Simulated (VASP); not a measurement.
Computed with PW91 GGA, VASP's PBE PAW potentials (set 64) (plane waves; VASP).

A VASP calculation is set up with these files.

### INCAR
```
! general
SYSTEM=NaF
PREC  =Accurate
ENCUT =520
LREAL =.FALSE.
LASPH =.TRUE.

! electronic loop
EDIFF =1E-7
NELM  =100
ALGO  =Normal

! smearing
ISMEAR=0
SIGMA =0.05

! functional
GGA   =91

! ions
ISIF  =2

! output
LWAVE =.FALSE.
LCHARG=.FALSE.
```

### KPOINTS
```
Automatic
0
Gamma
 10 10 10
0 0 0
```

File POSCAR:
```
NaF
1
    0.0000000000     2.3911041921     2.3911041921
    2.3911041921     0.0000000000     2.3911041921
    2.3911041921     2.3911041921     0.0000000000
Na F
1 1
Direct
  0.0000000000   0.0000000000   0.0000000000
  0.5000000000   0.5000000000   0.5000000000
```

POTCAR, in this order: Na_pv F (PBE.64 set). Program: vasp_std.

The resulting files:

File OSZICAR:
```
       N       E                     dE             d eps       ncg     rms          rms(c)
DAV:   1     0.107139238508E+03    0.10714E+03   -0.82465E+03  1051   0.151E+03
DAV:   2    -0.289791862536E+01   -0.11004E+03   -0.10148E+03  1130   0.345E+02
DAV:   3    -0.951527059281E+01   -0.66174E+01   -0.65997E+01  1202   0.871E+01
DAV:   4    -0.958866837387E+01   -0.73398E-01   -0.73387E-01  1133   0.995E+00
DAV:   5    -0.958953674343E+01   -0.86837E-03   -0.86836E-03  1202   0.110E+00    0.554E+00
DAV:   6    -0.865355430013E+01    0.93598E+00   -0.41728E+00  1212   0.183E+01    0.192E+00
DAV:   7    -0.863976098994E+01    0.13793E-01   -0.34552E-02  1043   0.268E+00    0.105E+00
DAV:   8    -0.864120588385E+01   -0.14449E-02   -0.32119E-02  1043   0.484E+00    0.134E-01
DAV:   9    -0.864227667574E+01   -0.10708E-02   -0.53267E-03  1145   0.760E-01    0.116E-01
DAV:  10    -0.864210466549E+01    0.17201E-03   -0.95455E-04  1112   0.375E-01    0.811E-03
DAV:  11    -0.864210451979E+01    0.14571E-06   -0.18840E-05  1148   0.989E-02    0.351E-03
DAV:  12    -0.864210470830E+01   -0.18852E-06   -0.18793E-06  1094   0.265E-02    0.141E-03
DAV:  13    -0.864210451987E+01    0.18844E-06   -0.28793E-07  1073   0.610E-03    0.713E-04
DAV:  14    -0.864210451498E+01    0.48851E-08   -0.40111E-08   646   0.312E-03
   1 F= -.86421045E+01 E0= -.86421045E+01  d E =-.566443E-17
```

OUTCAR:
```
------------------------ aborting loop because EDIFF is reached ----------------------------------------
  FORCE on cell =-STRESS in cart. coord.  units (eV):
  Direction    XX          YY          ZZ          XY          YZ          ZX
  --------------------------------------------------------------------------------------
  Total       -0.3873990     -0.3873990     -0.3873990      0.0000000      0.0000000      0.0000000
  in kB      -22.7009247    -22.7009247    -22.7009247      0.0000000      0.0000000      0.0000000
  external PRESSURE =     -22.7009247 kB  Pullay stress =       0.0000000 kB
  volume of cell :       27.34
      direct lattice vectors                 reciprocal lattice vectors
     0.000000000  2.391104192  2.391104192    -0.209108412  0.209108412  0.209108412
     2.391104192  0.000000000  2.391104192     0.209108412 -0.209108412  0.209108412
     2.391104192  2.391104192  0.000000000     0.209108412  0.209108412 -0.209108412
  FREE ENERGIE OF THE ION-ELECTRON SYSTEM (eV)
  ---------------------------------------------------
  free  energy   TOTEN  =        -8.6421045150 eV

  energy  without entropy=       -8.6421045150  energy(sigma->0) =       -8.64210451
```
(Selected blocks of OUTCAR.)

The compound is NaF in the rock salt structure. This cell is one point of a volume scan, at 1.06 of the reference volume.
